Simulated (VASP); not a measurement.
VASP runs on TbAs (a trial cell in the wurtzite structure, space group P6_3mc) share one base input (PBE GGA, plane waves, VASP's PBE PAW potentials (set 64)) and change the settings named in each case.

KPOINTS:
```
K-points
0
Gamma
5 5 3
```

File POSCAR:
```
TbAs
1
    4.5542050000     0.0000000000     0.0000000000
   -2.2771030000     3.9440570000     0.0000000000
    0.0000000000     0.0000000000     7.4587370000
Tb As
2 2
Direct
  0.6666670000   0.3333330000   0.0000000000
  0.3333330000   0.6666670000   0.5000000000
  0.6666670000   0.3333330000   0.6252000000
  0.3333330000   0.6666670000   0.1252000000
```

**INCAR**
```
# general
SYSTEM  = TbAs
PREC    = Accurate
ENCUT   = 400
LREAL   = .False.
LASPH   = .True.

# electronic loop
EDIFF   = 1E-6
NELM    = 100
ALGO    = Normal
LMAXMIX = 6

# smearing
ISMEAR  = 0
SIGMA   = 0.05

# functional
GGA     = PE

# ions
ISIF    = 2

# output
LWAVE   = .False.
LCHARG  = .False.
```

POTCAR, in this order: Tb_3 As (PBE.64 set). Program: vasp_std.

```csv
change,E(σ→0) (eV/atom),pressure (GPa),irreducible k-points
base run,-5.6597,0.83,10
KPOINTS 2×2×1 Γ-centred mesh,-5.4638,2.46,2
KPOINTS 3×3×2 Γ-centred mesh,___,___,6
KPOINTS 6×6×4 Γ-centred mesh,-5.6599,0.83,21
KPOINTS 7×7×4 Γ-centred mesh,-5.6599,0.83,24
KPOINTS 8×8×5 Γ-centred mesh,-5.6599,0.83,30
KPOINTS 10×10×6 Γ-centred mesh,-5.6599,0.83,56
```

**Question.** Some entries are withheld; supply them.

**Answer.** 
- KPOINTS 3×3×2 Γ-centred mesh, E(σ→0) (eV/atom): -5.6550
- KPOINTS 3×3×2 Γ-centred mesh, pressure (GPa): 0.90

The 4f electrons are frozen in the core of the lanthanide potential, so 4f levels, which can set the real gap, and their magnetism are missing.

Left out are runs that ran out of time, are held back, or changed the cell or the kind of run, fixed moments of cells without a moment, rows past the twelfth, gaps on odd meshes, pressures of charged cells and columns that move by less than the noise.

The structure was generated: TbAs was put into the wurtzite type (P6_3mc), which need not be its known phase. The cell was not relaxed at this level.
